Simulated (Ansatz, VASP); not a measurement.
# SiSO: VASP beside Ansatz

One calculation is typed for both programs; each brings its own data sets. How far apart do they land? The cell is taken from a series of runs on this material, whose earlier steps may have relaxed, scaled, displaced or heated it; both programs get it as it stands.

Calculated with Ansatz 0.2.0; plane waves, with VASP 6.6.1 beside it; single point at PBEsol, single point at r2SCAN and single point at PBEsol, spin-orbit coupling.

## (1) Starting point

The cell holds 3 atoms: 1 Si, 1 O and 1 S. Its edges and angles: a = 2.982 Å, b = 2.982 Å, c = 27.700 Å, α = 90.0°, β = 90.0°, γ = 120.0°. Vacuum lies along c.

## (2) Ansatz: single point, PBEsol

Ansatz runs on its PAW soft_1 files.

A single point gives forces, pressure and levels at one fixed geometry, so differences don't come from the geometry; what else differs is listed under the comparison.

input.yaml reads:

```yaml
crystal:
  lattice:
    - [2.9816107688, 0.0, 0.0]
    - [-1.4908053844, 2.58215067, 0.0]
    - [0.0, 0.0, 27.7]
  atoms:
    - { symbol: Si, position: [0.0, 0.0, 0.509127614] }
    - { symbol: O, position: [0.3333333333, 0.6666666667, 0.540403649] }
    - { symbol: S, position: [0.6666666667, 0.3333333333, 0.459596351] }
  periodic: [true, true, false]
kpoints:
  mp_grid: { grid: [9, 9, 1] }
  band_path:
    path:
      - [0, 0, 0]
      - [0.5, 0, 0]
      - [0.3333333333333, 0.3333333333333, 0]
      - [0, 0, 0]
    npoints: 10
hamiltonian:
  xc: pbesol
  pseudopotentials: { kind: paw, azcp: { folder: soft_1 }, xc_functional: pbe }
scf:
  occupations: { method: fermi_dirac, width: 0.02 }
  n_extra_bands: 5
output:
  eigenvalues: true
  forces: true
  stress: true
  write_density: true
  write_potential: true
  elf: true
  volumetric_format: npy
```

Run with:

```console
$ ansatz run input.yaml --threads 4 --pin off --max-ram 17510MiB --backend cpu --events-out ev --progress --plain --runs-dir out
```

Numbers of over 12 decimals in the logs are rounded to 6 here.

Log:

```text
scf.n_extra_bands = 5 over 8 filled bands (N_el = 16.0): the run solves 13 bands
Engine: ansatz 0.2.0, aarch64-unknown-linux-gnu
Pseudopotentials: kind: paw
Pseudopotential: Si, paw, valence charge 4, recommended cutoff 420 eV (normal), soft_1/Si.paw.azcp
Pseudopotential: O, paw, valence charge 6, recommended cutoff 420 eV (normal), soft_1/O.paw.azcp
Pseudopotential: S, paw, valence charge 6, recommended cutoff 420 eV (normal), soft_1/S.paw.azcp
Functional definition: PBEsol
  exchange = pbesol_x
  correlation = pbesol_c
Crystal: 3 atoms, lattice volume = 213.261 Å³
Basis set: ecut = 420 eV, 4077 PW (Γ), exchange–correlation on 40×40×384 points (8 copies of the dense FFT grid, shifted against one another)
Bands: 13, of which v1, the nominal top of the filled ones, is band 8 counted from 1 (7 counted from 0)
Symmetry: 6 space group operations
Space group: P3m1 (ITA 156), of the structure as read, at distance tolerance 6.0e-5 Å
k-points: 12 of 81 (time reversal used)
Non-local potential: Si, projectors of the file, l = 0: 2, l = 1: 2, l = 2: 1
Non-local potential: O, projectors of the file, l = 0: 2, l = 1: 2, l = 2: 1
Non-local potential: S, projectors of the file, l = 0: 2, l = 1: 2, l = 2: 1
PAW form: soft (Blöchl's): semilocal exchange-correlation on the pseudo side does not see the compensation charge
PAW frozen core: Si, regenerated for the run's functional, and the local potential with it (the file was generated under x = pbe(κ = 0.804, μ = 0.219515), c = pbe(β = 0.066725))
PAW frozen core: O, regenerated for the run's functional, and the local potential with it (the file was generated under x = pbe(κ = 0.804, μ = 0.219515), c = pbe(β = 0.066725))
PAW frozen core: S, regenerated for the run's functional, and the local potential with it (the file was generated under x = pbe(κ = 0.804, μ = 0.219515), c = pbe(β = 0.066725))
PAW one-centre angular grid: Si, 110 points (default); XC on 64 Gauss nodes
PAW one-centre angular grid: O, 110 points (default); XC on 64 Gauss nodes
PAW one-centre angular grid: S, 110 points (default); XC on 64 Gauss nodes
Initial density: superposition of atomic densities (neutral atoms: chi_scale 0, normalization atom)
Initial wavefunctions: pseudopotential atomic-orbital guess
Functional: x = pbesol(κ = 0.804, μ = 0.123457), c = pbesol(β = 0.046)
SCF iter   1: F=—  HF=-2069.653359 eV  |F-HF|=—  |Δ(HF+E_count)|=         —  Δρ=4.44e-2  dr2=4.36e0  ethr=3.10e-3  ⟨swp⟩=17.0  Hψ=2257  notcnv=0
preconditioner: auto → none  [insulator: Δε(μ)=2.019 eV  Ē_g=12.838 eV  σ=0.020 eV  W_gap=1.00  n_scr=14 (ndim 8)  ℏωp=9.5 eV  f_vac=0.772  D(μ)=0.00/eV (n_scr^D=0)  ε∞_Penn≈1.5]
SCF iter   2: F=—  HF=-2069.181576 eV  |F-HF|=—  |Δ(HF+E_count)|=   4.72e-1  Δρ=3.82e-2  dr2=4.92e0  ethr=3.10e-3  ⟨swp⟩=5.7  Hψ=638  notcnv=0  defer=12
SCF iter   3: F=—  HF=-2068.677110 eV  |F-HF|=—  |Δ(HF+E_count)|=   5.04e-1  Δρ=1.43e-2  dr2=1.77e0  ethr=3.10e-3  ⟨swp⟩=5.8  Hψ=574  notcnv=0  defer=12
SCF iter   4: F=—  HF=-2068.435534 eV  |F-HF|=—  |Δ(HF+E_count)|=   2.42e-1  Δρ=7.42e-3  dr2=1.35e-1  ethr=3.10e-3  ⟨swp⟩=3.8  Hψ=346  notcnv=0  defer=9
SCF iter   5: F=—  HF=-2068.417500 eV  |F-HF|=—  |Δ(HF+E_count)|=   1.80e-2  Δρ=2.48e-3  dr2=5.96e-3  ethr=8.43e-4  ⟨swp⟩=4.0  Hψ=368  notcnv=0  defer=11
SCF iter   6: F=—  HF=-2068.417380 eV  |F-HF|=—  |Δ(HF+E_count)|=   1.20e-4  Δρ=5.84e-4  dr2=3.48e-4  ethr=3.72e-5  ⟨swp⟩=3.3  Hψ=388  notcnv=0  defer=11
SCF iter   7: F=—  HF=-2068.417437 eV  |F-HF|=—  |Δ(HF+E_count)|=   5.65e-5  Δρ=1.09e-4  dr2=1.20e-5  ethr=2.18e-6  ⟨swp⟩=3.0  Hψ=307  notcnv=0  defer=11
SCF iter   8: F=—  HF=-2068.417493 eV  |F-HF|=—  |Δ(HF+E_count)|=   5.67e-5  Δρ=1.50e-5  dr2=2.29e-7  ethr=7.52e-8  ⟨swp⟩=3.2  Hψ=316  notcnv=0  defer=11
SCF iter   9: F=-2068.417494 eV  HF=-2068.417494 eV  |F-HF|=6.58e-9  |Δ(HF+E_count)|=   1.81e-7  Δρ=3.47e-6  dr2=1.11e-8  ethr=6.25e-10  ⟨swp⟩=27.4  Hψ=2097  notcnv=0
SCF 1 converged in 9 iterations: F = -2068.417494 eV  dr2 = 1.11e-8
  greatest PAW one-centre occupation: 0.865 electrons in one spin orbital (limit 2), on the S atom at site 2 (counted from 0), in its partial waves of l = 0
NSCF: frozen V_eff on 31 k-points
WARN: The output density's exchange-correlation potential varies sharply where the density is thin. Do not read a vacuum level from v_tot or v_xc, or from such a field of the output density. On a cell that repeats whose density bears no net charge and no dipole along the vacuum's axis use v_es (v_loc + v_h of the components); under efield.dipole_correction with no amplitude use v_es + v_field, which holds any externa [...]
SCF converged after 9 iterations
Free energy (F): -2068.417494 eV
Harris-Foulkes:  -2068.417494 eV  (|F-HF|=6.58e-9)
Internal energy: -2068.417494 eV  (E = F + TS)
E sigma→0 (E₀):  -2068.417494 eV
Fermi energy:    -4.785922 eV
--- Per-component energies (eV) ---
  E_band       = -215.163416
  E_kinetic    = 322.815004
  E_local      = -17492.470099  (includes V_loc(G=0)·N_el)
  E_nonlocal   = 107.317594
  E_hartree    = 8562.960790
  E_xc         = -217.153661
  E_vxc        = -224.579949  (∫ρ·V_xc dr)
  E_paw        = -1246.583706  (= ΣΔE_a)
  E_vpaw       = -54.166319  (= ΣTr[D̂ρ^β])
  E_aug_tail   = 0.000802  (compensation charges beyond the density's cutoff)
  E_ewald      = 7894.566984
  E_core_change = 0.128798  (= ΣΔE_core)
  E_smearing   = -0.000000  (= −TS)
  E_closure    = -0.000000  (closes the sum)
  Σ components = -2068.417494   (vs F -2068.417494, Δ=0.00e0)
--- Forces (eV/Å), atoms counted from 1 ---
  atom   1  Si     0.00000000    -0.00000000    -0.00043223
  atom   2  O      0.00000000     0.00000000     0.00009136
  atom   3  S      0.00000000    -0.00000000     0.00027295
  max |Σ_I F_I| component: 6.79e-5 eV/Å
--- 2D stress c σ (N/m, compression-positive) ---
        0.004395       0.000000       0.000000
        0.000000       0.004395       0.000000
        0.000000       0.000000       0.000000
  P = ½ c Tr σ = 0.0044 N/m
--- Band table (eV; the first three rows and the last of 12) ---
  k-point 0: bands = [... 4 lower, -10.1612, -8.4532, -5.3861, -5.3861, -4.1996, -0.5494 (-0.5549°), -0.0189, 0.4363, ... 1 higher]
  k-point 1: bands = [... 4 lower, -10.3199, -8.2665, -6.6796, -5.6530, -3.5941, -0.3507 (-0.3539°), 0.0023 (0.0001°), 0.3354, ... 1 higher]
  k-point 2: bands = [... 4 lower, -10.6899, -8.9220, -8.0048, -6.2149, -2.6246, -0.9863 (-0.9863°), 0.2166 (0.2160°), 1.0501, ... 1 higher]
  k-point 11: bands = [... 4 lower, -12.1940, -11.5200, -8.4983, -7.7120, -2.0045, 0.0858, 1.5504, 2.3872, ... 1 higher]
  ° read free of the cell's end (the report's vacuum.weakly_bound_levels)
```

## (3) VASP: single point, PBEsol

The same cell, functional, mesh and smearing now go to VASP, with its own data sets.

Lines of VASP's logs that name or quote its potential files are left out, and so is its time.

INCAR reads:

```
SYSTEM = SiSO
PREC = Accurate
ENCUT = 520
EDIFF = 1E-06
NELM = 120
ISMEAR = -1
SIGMA = 0.02
LREAL = .FALSE.
ALGO = Normal
GGA = PS
NBANDS = 14
LORBIT = 11
LWAVE = .FALSE.
LCHARG = .FALSE.
ISIF = 2
LDIPOL = .TRUE.
IDIPOL = 3
DIPOL = 0.5 0.5 0.503
LVHAR = .TRUE.
LASPH = .TRUE.
GGA_COMPAT = .FALSE.
EFERMI = MIDGAP
NELMDL = -8
```

POSCAR reads:

```
SiSO
1.0
    2.9816107688      0.0000000000      0.0000000000
   -1.4908053844      2.5821506700      0.0000000000
    0.0000000000      0.0000000000     27.7000000000
Si O S
1 1 1
Direct
    0.0000000000      0.0000000000      0.5091276140
    0.3333333333      0.6666666667      0.5404036490
    0.6666666667      0.3333333333      0.4595963510
```

KPOINTS reads:

```
Automatic mesh
0
Gamma
9 9 1
0 0 0
```

The projector-augmented-wave data sets are Si, O and S (PBE family, release 64).

Run with:

```console
$ mpirun -np 1 vasp_std
```

Log:

```text
[banner, memory and clock lines left out]
running    1 mpi-ranks, on    1 nodes
 distrk:  each k-point on    1 cores,    1 groups
 distr:  one band on    1 cores,    1 groups

 POSCAR found type information on POSCAR SiO S
 POSCAR found :  3 types and       3 ions
|                                                                             |
|               ----> ADVICE to this user running VASP <----                  |
|                                                                             |
|     You enforced a specific xc type in the INCAR file but a different       |
|     [... a line on the potential file left out ...]
|     I HOPE YOU KNOW WHAT YOU ARE DOING!                                     |
|                                                                             |

 LDA part: xc-table for (Slater+PW92), standard interpolation
 POSCAR, INCAR and KPOINTS ok, starting setup
 FFT: planning ... GRIDC
 FFT: planning ... GRID_SOFT
 FFT: planning ... GRID
 WAVECAR not read
 entering main loop
       N       E                     dE             d eps       ncg     rms          rms(c)
DAV:   1     0.145522847257E+03    0.14552E+03   -0.55106E+03   336   0.840E+02
DAV:   2    -0.889148165666E+00   -0.14641E+03   -0.13408E+03   600   0.170E+02
DAV:   3    -0.199036289377E+02   -0.19014E+02   -0.18787E+02   456   0.835E+01
DAV:   4    -0.203524743918E+02   -0.44885E+00   -0.44811E+00   454   0.153E+01
DAV:   5    -0.203611644517E+02   -0.86901E-02   -0.86875E-02   466   0.202E+00
DAV:   6    -0.203613690822E+02   -0.20463E-03   -0.20462E-03   462   0.323E-01
DAV:   7    -0.203613762217E+02   -0.71395E-05   -0.71389E-05   478   0.538E-02
DAV:   8    -0.203613765502E+02   -0.32853E-06   -0.32847E-06   404   0.108E-02    0.131E+01
DAV:   9    -0.191910132385E+02    0.11704E+01   -0.33378E+00   438   0.181E+01    0.684E+00
DAV:  10    -0.190752086700E+02    0.11580E+00   -0.47392E-01   462   0.775E+00    0.390E+00
DAV:  11    -0.190759255158E+02   -0.71685E-03   -0.26139E-01   468   0.338E+00    0.111E+00
DAV:  12    -0.190660529642E+02    0.98726E-02   -0.30838E-02   444   0.191E+00    0.746E-01
DAV:  13    -0.190664272043E+02   -0.37424E-03   -0.16277E-02   468   0.804E-01    0.294E-01
DAV:  14    -0.190660707791E+02    0.35643E-03   -0.19155E-03   426   0.323E-01    0.130E-01
[...]
DAV:  20    -0.190665604678E+02   -0.81413E-05   -0.19990E-06   414   0.677E-03    0.482E-03
DAV:  21    -0.190665835579E+02   -0.23090E-04   -0.57499E-07   362   0.348E-03    0.347E-03
DAV:  22    -0.190666118271E+02   -0.28269E-04   -0.11723E-06   380   0.482E-03    0.103E-03
DAV:  23    -0.190666221925E+02   -0.10365E-04   -0.24494E-07   352   0.205E-03    0.939E-04
DAV:  24    -0.190666288737E+02   -0.66813E-05   -0.18763E-07   324   0.156E-03    0.327E-04
DAV:  25    -0.190666313981E+02   -0.25244E-05   -0.70141E-08   330   0.101E-03    0.222E-04
DAV:  26    -0.190666325715E+02   -0.11734E-05   -0.26103E-08   342   0.593E-04    0.138E-04
DAV:  27    -0.190666327850E+02   -0.21346E-06   -0.65506E-09   360   0.361E-04
   1 F= -.19066633E+02 E0= -.19066633E+02  d E =-.816431E-14
```

OUTCAR, selected parts (step 3):

```text
ion  position               nearest neighbor table
   1  0.000  0.000  0.509-   2 1.93   2 1.93   2 1.93   3 2.20   3 2.20   3 2.20
   2  0.333  0.667  0.540-   1 1.93   1 1.93   1 1.93
   3  0.667  0.333  0.460-   1 2.20   1 2.20   1 2.20

  LATTYP: Found a hexagonal cell.
 ALAT       =     2.9816107688
 C/A-ratio  =     9.2902803712

 Subroutine GETGRP returns: Found  6 space group operations
 (whereof  6 operations were pure point group operations)

The static configuration has the point symmetry C_3v.

 Found     12 irreducible k-points:

   k-points           NKPTS =     12   k-points in BZ     NKDIM =     12   number of bands    NBANDS=     14

   dimension x,y,z NGX =    24 NGY =   24 NGZ =  210
   dimension x,y,z NGXF=    48 NGYF=   48 NGZF=  420

   ENCUT  =  520.0 eV  38.22 Ry    6.18 a.u.   5.54  5.54 51.50*2*pi/ulx,y,z

   NELECT =      16.0000    total number of electrons

 k-points in reciprocal lattice and weights: Automatic mesh
   0.00000000  0.00000000  0.00000000       0.012
   0.11111111  0.00000000  0.00000000       0.074
   0.22222222 -0.00000000  0.00000000       0.074
   0.33333333 -0.00000000  0.00000000       0.074
   0.44444444 -0.00000000  0.00000000       0.074
   0.11111111  0.11111111  0.00000000       0.074
   0.22222222  0.11111111  0.00000000       0.148
   0.33333333  0.11111111  0.00000000       0.148
   0.44444444  0.11111111  0.00000000       0.074
   0.22222222  0.22222222  0.00000000       0.074
   0.33333333  0.22222222  0.00000000       0.148
   0.33333333  0.33333333  0.00000000       0.025

 dipolmoment           0.000000      0.000000      0.019362 electrons x Angstroem

 average (electrostatic) potential at core
       1 -93.7889       2 -79.6405       3 -94.4036

 E-fermi :  -2.5043

 k-point     1 :       0.0000    0.0000    0.0000
  band No.  band energies     occupation
    ...
      4      -7.8756      2.00000
      5      -7.8756      2.00000
      6      -6.1635      2.00000
      7      -3.0910      2.00000
      8      -3.0910      2.00000
      9      -1.9176      0.00000
     10       1.7189      0.00000
     11       2.2342      0.00000
     12       2.3684      0.00000
     13       2.7874      0.00000
    ...

 k-point     2 :       0.1111    0.0000    0.0000
  band No.  band energies     occupation
    ...
      4      -8.5515      2.00000
      5      -8.0344      2.00000
      6      -5.9750      2.00000
      7      -4.3834      2.00000
      8      -3.3581      2.00000
      9      -1.3113      0.00000
     10       1.9213      0.00000
     11       2.3199      0.00000
     12       2.5151      0.00000
     13       2.7308      0.00000
    ...

 k-point     3 :       0.2222   -0.0000    0.0000
  band No.  band energies     occupation
    ...
      4      -9.2361      2.00000
      5      -8.4047      2.00000
      6      -6.6253      2.00000
      7      -5.7172      2.00000
      8      -3.9210      2.00000
      9      -0.3412      0.00000
     10       1.3228      0.00000
     11       2.5072      0.00000
     12       3.2693      0.00000
     13       3.4876      0.00000
    ...

  Total        0.0757447      0.0757447     -0.0177181     -0.0000000     -0.0000000      0.0000000
  in kB        0.5690499      0.5690499     -0.1331112     -0.0000000     -0.0000000      0.0000000
  external PRESSURE =       0.3349962 kB  Pullay stress =       0.0000000 kB

  energy-cutoff  :      520.00
  volume of cell :      213.26
      direct lattice vectors                 reciprocal lattice vectors
     2.981610769  0.000000000  0.000000000     0.335389183  0.193637035  0.000000000
    -1.490805384  2.582150670  0.000000000     0.000000000  0.387274070  0.000000000
     0.000000000  0.000000000 27.700000000     0.000000000  0.000000000  0.036101083

 POSITION                                       TOTAL-FORCE (eV/Angst)
 -----------------------------------------------------------------------------------
      0.00000      0.00000     14.10283        -0.000000      0.000000     -0.028252
     -0.00000      1.72143     14.96918         0.000000     -0.000000      0.024555
      1.49081      0.86072     12.73082        -0.000000     -0.000000      0.003697
 -----------------------------------------------------------------------------------
    total drift:                                0.000000     -0.000000     -0.000167

  FREE ENERGIE OF THE ION-ELECTRON SYSTEM (eV)
  ---------------------------------------------------
  free  energy   TOTEN  =       -19.0666327850 eV

  energy  without entropy=      -19.0666327850  energy(sigma->0) =      -19.06663278

 vacuum level on the upper side and lower side of the slab         2.514         2.059

 total charge
# of ion       s       p       d       tot
------------------------------------------
    1        0.630   0.799   0.000   1.429
    2        1.558   3.447   0.000   5.004
    3        1.353   2.473   0.000   3.826
--------------------------------------------------
tot          3.541   6.719   0.000  10.259

[... 3 further parts left out ...]
```

The gap is read on the k-mesh alone, so it is an upper bound where the band edges lie off the mesh. The PAW data sets were made with PBE, which is usual practice but a small mismatch for other functionals.

## (4) Differences

Known differences besides the potentials themselves: Ansatz cuts the interaction across the vacuum, VASP repeats the sheet with a dipole correction; the cutoff is 420 eV in Ansatz and 520 eV in VASP; Ansatz makes its cores anew for this functional, VASP keeps those of its PBE data sets. Total energies have different zeros and are not compared.

Both answers:

```csv
quantity,Ansatz,VASP,difference
gap on the k mesh (eV),1.186,1.173,+0.013
```

At this near-relaxed geometry the largest component of a force difference is 28 meV/Å. A gap on the mesh is an upper bound, since the band edges may lie between its points. With vacuum in the cell, a pressure given here is an average over mostly empty space and none of the material.

## (5) Ansatz: single point, r2SCAN

With cell and atoms fixed, the geometry can't cause a difference; cores, projectors, grids and the points listed under the comparison can.

The cell is taken from a series of runs on this material, whose earlier steps may have relaxed, scaled, displaced or heated it; both programs get it as it stands.

input.yaml reads:

```yaml
crystal:
  lattice:
    - [2.9816107688, 0.0, 0.0]
    - [-1.4908053844, 2.58215067, 0.0]
    - [0.0, 0.0, 27.7]
  atoms:
    - { symbol: Si, position: [0.0, 0.0, 0.509127614] }
    - { symbol: O, position: [0.3333333333, 0.6666666667, 0.540403649] }
    - { symbol: S, position: [0.6666666667, 0.3333333333, 0.459596351] }
  periodic: [true, true, false]
kpoints:
  mp_grid: { grid: [9, 9, 1] }
  band_path:
    path: [[0.0, 0.0, 0.0], [0.5, 0.0, 0.0], [0.3333333333, 0.3333333333, 0.0]]
    npoints: 1
hamiltonian:
  xc: r2scan
  pseudopotentials: { kind: paw, azcp: { folder: soft_1 } }
scf:
  occupations: { method: fixed }
  n_extra_bands: 5
output:
  eigenvalues: true
  forces: true
  stress: true
```

Run with:

```console
$ ansatz run input.yaml --threads 4 --pin off --max-ram 17510MiB --backend cpu --events-out ev --progress --plain --runs-dir out
```

Log:

```text
[...]
Crystal: 3 atoms, lattice volume = 213.261 Å³
Basis set: ecut = 500 eV, 5513 PW (Γ), exchange–correlation on 96×96×864 points (64 copies of the dense FFT grid, shifted against one another)
Bands: 13, of which v1, the nominal top of the filled ones, is band 8 counted from 1 (7 counted from 0)
Symmetry: 6 space group operations
[...]
k-points: 12 of 81 (time reversal used)
[...]
k-point 1: bands = [... 4 lower, -10.7225, -8.6091, -6.8814, -5.8557, -3.2081, 0.0173 (-0.0029°), 0.3615, 0.5793, ... 1 higher]
  k-point 2: bands = [... 4 lower, -11.0950, -9.1991, -8.3438, -6.4440, -2.2145, -0.5948 (-0.5948°), 0.6467 (0.6429°), 1.2940, ... 1 higher]
  k-point 11: bands = [... 4 lower, -12.5705, -11.9077, -8.8457, -8.0149, -1.6548, 0.4619, 2.1940, 2.9885, ... 1 higher]
  ° read free of the cell's end (the report's vacuum.weakly_bound_levels)
[key lines of the parts left out:]
SCF converged after 10 iterations
Free energy (F): -2114.486014 eV
Fermi energy:    -5.576621 eV
P = ½ c Tr σ = 0.3184 N/m
```

[end of part 1 of 2]

[Lines on the potential files, build, host, timing and source positions are cut from VASP's logs without a mark.]

[Logs are printed without paths, hosts, clocks, repeated set-up lines and the standing remarks that a program may print on its own settings, such as how far it seeks lower states.]

[Hosts, paths, dates, database ids (printed as entryN), source tags and the programs' standing remarks are cut or masked in the printed files.]
